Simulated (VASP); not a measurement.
Al2SiF2:

```
Al Si F
1.0
     1.75000    1.01036    6.60000
    -1.75000    1.01036    6.60000
     0.00000   -2.02073    6.60000
Al Si F
2 1 2
Direct
  0.40800 0.40800 0.40800
  0.59200 0.59200 0.59200
  0.00000 0.00000 0.00000
  0.78200 0.78200 0.78200
  0.21800 0.21800 0.21800
```

The cell was built by a generator and needn't be a form met in nature.

| Item | Value |
| --- | --- |
| Program | VASP 6.6.1 |
| Task | relaxation of cell and atoms |
| Functional | PBE |
| Potentials or basis | VASP PAW PBE potentials, release 64 (Al, Si, F) |
| Cutoff | 520 eV |
| k mesh | 5 × 5 × 5 |
| Occupations | gaussian, width 0.15 eV |
| Spin | no spin polarisation |

At the start: pressure 4.0 GPa; volume 14.00 Å³/atom.

Q: How do energy, volume and symmetry change on relaxing?

A: Over 11 steps the energy falls by 181.6 meV/atom and the volume is 13.03 Å³/atom (-6.9 %); space group R-3m (No. 166, to 0.05 Å).

Step by step:
```csv
step,energy change (eV),largest force (eV/Å),pressure (GPa),volume (Å³)
1,0.0000,0.7871,4.00,70.02
2,-0.2503,0.2241,-0.84,73.55
3,-0.3237,0.2509,-5.27,77.43
4,-0.5347,0.2766,-5.17,75.78
5,-0.8008,0.3312,-6.16,69.84
6,-0.7786,0.1834,-6.26,71.35
7,-0.8004,0.2921,-6.06,70.50
8,-0.8936,0.2666,2.33,64.21
9,-0.9033,0.1933,0.10,65.54
10,-0.9032,0.1971,0.44,65.44
11,-0.9082,0.0219,0.43,65.15
```

Final structure:
```xyz
5
Lattice="1.5207 0.8780 8.1326 -1.5207 0.8780 8.1326 0.0000 -1.7560 8.1326" Properties=species:S:1:pos:R:3 pbc="T T T"
Al    0.0000    0.0000    9.9568
Al    0.0000    0.0000   14.4410
Si    0.0000    0.0000    0.0000
F     0.0000    0.0000   19.2421
F     0.0000    0.0000    5.1557
```

Caveat: the k mesh is coarse (spacing up to 0.42 Å⁻¹), so the values aren't converged.
